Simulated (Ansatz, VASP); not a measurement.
## ScCr2: VASP beside Ansatz

```
CELL_PARAMETERS angstrom
3.49993 0.00000 0.00000
-1.74996 3.03103 0.00000
0.00000 0.00000 3.77899
ATOMIC_POSITIONS crystal
Sc 0.00000 0.00000 0.00000
Cr 0.33333 0.66667 0.50000
Cr 0.66667 0.33333 0.50000
```

Alike in both runs: task relaxation of cell and atoms; functional PBE; k mesh 6 × 6 × 4; occupations gaussian, width 0.1 eV; no spin polarisation.

```csv
,VASP,Ansatz
version,VASP 6.6.1,Ansatz 0.2.0
potentials or method,"VASP PAW PBE potentials, release 64 (Sc_sv, Cr_pv)","scalar-relativistic, plane waves, PAW"
plane-wave cutoff (eV),600,420
valence electrons in the cell,35,39
```

Ansatz gave:

* gap on the k mesh at the Fermi level, each at its own relaxed structure (eV): none
* relaxed volume (Å³/atom): 16.79
* relaxed cell length with the largest relative difference (Å): 4.501
* energy change over the relaxation (meV/atom): -315

Question: Estimate VASP's values.

Answer: gap on the k mesh at the Fermi level, each at its own relaxed structure (eV): none; relaxed volume (Å³/atom): 16.83; relaxed cell length with the largest relative difference (Å): 4.488; energy change over the relaxation (meV/atom): -322.

A gap of «none» marks a metal or a gap that the smearing closes. The two sets of potentials don't hold the same shells in valence.

Caveats: the k mesh is coarse (spacing up to 0.42 Å⁻¹), so the values aren't converged; the volume moved by over 15 % at a fixed basis, so the end points are rough (VASP). Spin polarisation is off, so any magnetic state and its effect on volume and gap are missing.
